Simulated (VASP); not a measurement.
Here is the system:

```
CELL_PARAMETERS angstrom
     -1.86652     1.86652     1.86652
      1.86652    -1.86652     1.86652
      1.86652     1.86652    -1.86652
ATOMIC_POSITIONS crystal
  Sb 0.00000 0.00000 0.00000
```

Calculation: PBEsol GGA, VASP's PBE PAW potentials (set 64) (plane waves; VASP). Numerical set-up: 400 eV cut-off, Gaussian smearing of 0.050 eV, potentials Sb.

Question: Give the energies of bands 1 to 5 at the high-symmetry points, in eV from the Fermi level.

Answer: 
| band | Γ | H | N | P |
|---|---|---|---|---|
| 1 | -13.13 | -5.45 | -8.88 | -7.81 |
| 2 | 5.76 | -2.08 | -5.82 | -2.91 |
| 3 | 5.76 | -2.08 | 1.76 | -2.91 |
| 4 | 5.76 | -2.08 | 3.84 | -2.91 |
| 5 | 10.73 | 2.88 | 6.53 | 15.20 |

It has no gap at this level: it comes out as a metal or semimetal.

The structure was generated: Sb was put into the bcc type (Im-3m), which need not be its known phase. It was relaxed first, which changed the volume by -5 %.
